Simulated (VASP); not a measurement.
Consider the following.

```xyz
2
Lattice="0.0000 3.0369 3.0369 3.0369 0.0000 3.0369 3.0369 3.0369 0.0000" Properties=species:S:1:pos:R:3 pbc="T T T"
Rh     0.0000     0.0000     0.0000
Al     1.5184     1.5184     1.5184
```

These are PBE GGA, VASP's PBE PAW potentials (set 64) (plane waves; VASP) values and carry that method's errors. Run with 400 eV cut-off, 9×9×9 Γ-centred mesh, first-order Methfessel-Paxton smearing of 0.10 eV, potentials Rh_pv Al.

Energy and stress use the plane-wave basis of the starting cell.

Task: The ions, cell shape and volume are relaxed. Predict the relaxed structure.

Result: 
```xyz
2
Lattice="0.0000 2.7450 2.7450 2.7450 0.0000 2.7450 2.7450 2.7450 0.0000" Properties=species:S:1:pos:R:3 pbc="T T T"
Rh     0.0000     0.0000     0.0000
Al     1.3725     1.3725     1.3725
```
Space group F-43m (216), at a tolerance of 0.03 Å.

Task: How do energy and volume change from the first to the last step?

Result: The energy (σ→0) changes by -389.6 meV/atom and the volume by -26.1 %, in 3 ionic steps.

The structure was generated: RhAl was put into the zinc blende type (F-43m), which need not be its known phase. This run relaxes it. Symmetry was kept, so distortions that lower it aren't found.
